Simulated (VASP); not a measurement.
# Cu (Copper): input slips in a relaxation and what they do, part 2 of 2

Some relaxations of Cu (Copper) get a fault in the input on purpose. Which of them show, and how? The starting structure is a measured crystal structure from the Crystallography Open Database.

VASP 6.6.1.

Results so far: reference 11.33 Å³ an atom.

### 5. Relaxation with the cell held fixed (ISIF = 2)

Level of this step: PBEsol; plane waves and PAW (Cu) (VASP).

A slip made on purpose: the cell held fixed (ISIF = 2). Against step 2 the input has ISIF = 2 (also changed: NELM).

INCAR

```
SYSTEM = Cu
PREC = Accurate
ENCUT = 450
EDIFF = 1E-06
NELM = 60
ISMEAR = 1
SIGMA = 0.1
LREAL = .FALSE.
ALGO = Normal
GGA = PS
NBANDS = 11
LORBIT = 11
LWAVE = .FALSE.
LCHARG = .FALSE.
KPAR = 2
IBRION = 2
NSW = 50
ISIF = 2
EDIFFG = -0.01
```

POSCAR

```
Cu
1.0
    0.0000000000      1.8075000000      1.8075000000
    1.8075000000      0.0000000000      1.8075000000
    1.8075000000      1.8075000000      0.0000000000
Cu
1
Direct
    0.0000000000      0.0000000000      0.0000000000
```

KPOINTS

```
Automatic mesh
0
Gamma
14 14 14
0 0 0
```

The projector-augmented-wave data sets are Cu (PBE family, release 64).

The run is started by

```sh
$ mpirun -np 2 vasp_std
```

Output:

```text
[... set-up lines as in an earlier step ...]
 entering main loop
       N       E                     dE             d eps       ncg     rms          rms(c)
[... 4 cycles as in an earlier step ...]
DAV:   5    -0.537629648693E+01   -0.64278E-04   -0.64277E-04  2596   0.254E-01    0.837E+00
DAV:   6    -0.476478553830E+01    0.61151E+00   -0.18530E+01  2615   0.857E+01    0.439E+00
DAV:   7    -0.431268073536E+01    0.45210E+00   -0.28784E+00  2621   0.337E+01    0.530E-01
DAV:   8    -0.430177843842E+01    0.10902E-01   -0.72942E-03  2703   0.162E+00    0.353E-01
DAV:   9    -0.429953398276E+01    0.22445E-02   -0.13253E-02  2693   0.208E+00    0.236E-02
DAV:  10    -0.429953986465E+01   -0.58819E-05   -0.37931E-05  3237   0.104E-01    0.663E-03
DAV:  11    -0.429954110668E+01   -0.12420E-05   -0.59347E-07  1703   0.154E-02    0.427E-04
DAV:  12    -0.429954110076E+01    0.59206E-08   -0.50744E-08  1303   0.279E-03
   1 F= -.42995411E+01 E0= -.42995599E+01  d E =-.429954E+01
[...]
reached required accuracy - stopping structural energy minimisation
```

Elapsed: 2.6 s, on 2 MPI ranks of Intel Xeon 6975P-C (Granite Rapids), shared host; peak memory 0.22 GiB.

From OUTCAR (step 5):

```text
  Total       -0.4709340     -0.4709340     -0.4709340     -0.0000000      0.0000000     -0.0000000
  in kB      -63.8860051    -63.8860051    -63.8860051     -0.0000000      0.0000000     -0.0000000
  external PRESSURE =     -63.8860051 kB  Pullay stress =       0.0000000 kB

  FREE ENERGIE OF THE ION-ELECTRON SYSTEM (eV)
  ---------------------------------------------------
  free  energy   TOTEN  =        -4.2995411008 eV

  energy  without entropy=       -4.2995976398  energy(sigma->0) =       -4.29955995

[... 3 parts as in an earlier step ...]

[... 2 further parts left out ...]
[key lines of the parts left out:]
E-fermi :   7.3497
```

With the cell held fixed (ISIF = 2) the cell ends at 11.810 Å³ an atom, +4.22 % from the reference.

### 6. Relaxation with a k mesh far too coarse

A slip made on purpose: a k mesh far too coarse. Against step 2 the input has a 2×2×2 mesh (also changed: NELM, NCORE and KPAR).

INCAR, as its differences from that of step 5:

```diff
@@ -14,6 +14,6 @@
 LCHARG = .FALSE.
-KPAR = 2
+NCORE = 2
 IBRION = 2
 NSW = 50
-ISIF = 2
+ISIF = 3
 EDIFFG = -0.01
```

POSCAR is that of step 5.

KPOINTS

```
Automatic mesh
0
Gamma
2 2 2
0 0 0
```

The run is started by

```sh
$ mpirun -np 2 vasp_std
```

Output:

```text
[banner, memory and clock lines left out]
running    2 mpi-ranks, on    1 nodes
[...]
[... a notice as in an earlier step ...]

 LDA part: xc-table for (Slater+PW92), standard interpolation
 POSCAR, INCAR and KPOINTS ok, starting setup
[...]
entering main loop
       N       E                     dE             d eps       ncg     rms          rms(c)
DAV:   1     0.387308492800E+02    0.38731E+02   -0.50256E+03    66   0.140E+03
DAV:   2    -0.214480499068E+01   -0.40876E+02   -0.39582E+02    69   0.185E+02
DAV:   3    -0.318856239020E+01   -0.10438E+01   -0.10419E+01    80   0.373E+01
DAV:   4    -0.319429635162E+01   -0.57340E-02   -0.57330E-02    91   0.240E+00
[...]
DAV:  42    -0.223761904449E+01    0.13876E-04   -0.73117E-07    33   0.172E-02    0.117E-01
DAV:  43    -0.223761473843E+01    0.43061E-05   -0.11931E-07    33   0.109E-02    0.114E-01
DAV:  44    -0.223761508925E+01   -0.35082E-06   -0.31953E-08    33   0.267E-03
   1 F= -.22376151E+01 E0= -.22359523E+01  d E =-.223762E+01
[... from here on, the cycles between the ionic steps are left out ...]
   2 F= -.21129419E+01 E0= -.21095035E+01  d E =0.124673E+00
   3 F= -.23373321E+01 E0= -.23338947E+01  d E =-.997170E-01
   4 F= -.23374038E+01 E0= -.23339671E+01  d E =-.997887E-01
   5 F= -.23396356E+01 E0= -.23387372E+01  d E =-.102020E+00
   6 F= -.23373960E+01 E0= -.23339610E+01  d E =0.223956E-02
   7 F= -.23373995E+01 E0= -.23339642E+01  d E =0.223612E-02
   8 F= -.23374047E+01 E0= -.23339693E+01  d E =0.223092E-02
   9 F= -.23374113E+01 E0= -.23339755E+01  d E =0.222432E-02
[...]
reached required accuracy - stopping structural energy minimisation
```

Elapsed: 2 s, on 2 MPI ranks; peak memory 0.19 GiB; 3.2 s of CPU time.

Parts of OUTCAR (step 6):

```text
  Total        0.0064178      0.0064178      0.0064178      0.0000000      0.0000000      0.0000000
  in kB        0.7636111      0.7636111      0.7636111      0.0000000      0.0000000      0.0000000
  external PRESSURE =       0.7636111 kB  Pullay stress =       0.0000000 kB

 POSITION                                       TOTAL-FORCE (eV/Angst)
 -----------------------------------------------------------------------------------
      0.00000      0.00000      0.00000        -0.000000     -0.000000     -0.000000
 -----------------------------------------------------------------------------------
    total drift:                                0.000000      0.000000      0.000000

  FREE ENERGIE OF THE ION-ELECTRON SYSTEM (eV)
  ---------------------------------------------------
  free  energy   TOTEN  =        -2.3374112552 eV

  energy  without entropy=       -2.3271038816  energy(sigma->0) =       -2.33397546

[... 1 part as in an earlier step ...]

[... 3 further parts left out ...]
[key lines of the parts left out:]
E-fermi :   5.2561
```

Logs of long relaxations may skip ionic steps without a mark.

With a k mesh far too coarse the cell ends at 13.466 Å³ an atom, +18.83 % from the reference.

### 7. The runs compared

| run | ended | volume (Å³/atom) | change (%) | pressure left (GPa) | core minutes |
| --- | --- | --- | --- | --- | --- |
| reference | converged | 11.332 | - | -0.13 | 0.26 |
| too few electronic steps | stopped by VASP | - | - | - | 0.113 |
| a cutoff far too low | stopped by VASP | - | - | - | 0.1 |
| the cell held fixed (ISIF = 2) | converged | 11.81 | 4.22 | -6.39 | 0.0867 |
| a k mesh far too coarse | converged | 13.466 | 18.83 | 0.08 | 0.0667 |

Core minutes are wall time times ranks, summed over the relaxations behind a row (those for a bulk modulus apart), on shared hosts.

### 8. Results

```yaml
volume_of_the_reference: 11.33 Å³/atom
volume_against_the_reference_the_cell_held_fixed: +4.22 %
volume_against_the_reference_a_k_mesh_far_too_coarse: +18.83 %
run_with_too_few_electronic_steps: stopped by VASP
run_with_a_cutoff_far_too_low: stopped by VASP
```

**Reading.** VASP stopped by itself in the runs with too few electronic steps and a cutoff far too low. Finished, but with signs in the output that stand out against the reference: the cell held fixed (ISIF = 2), with the volume kept at the input's, +4.2 % from the reference (signs: a stress of up to 6.4 GPa); a k mesh far too coarse, with the volume changed by +18.8 % (signs: 36.5 GPa at the first ionic step (of the first relaxations, not shown; reference: -6.4 GPa), an energy that rises by up to 0.1 eV an atom on the way and a large entropy term in the energy). The reference was restarted once and the runs with a slip weren't, so their cells may not have settled fully. Further runs on this material are not shown.

[Lines on the potential files, build, host, timing and source positions are cut from VASP's logs without a mark.]

[Logs are printed without paths, hosts, clocks, repeated set-up lines and the standing remarks that a program may print on its own settings, such as how far it seeks lower states.]

[Hosts, paths, dates, database ids (printed as entryN), source tags and the programs' standing remarks are cut or masked in the printed files.]
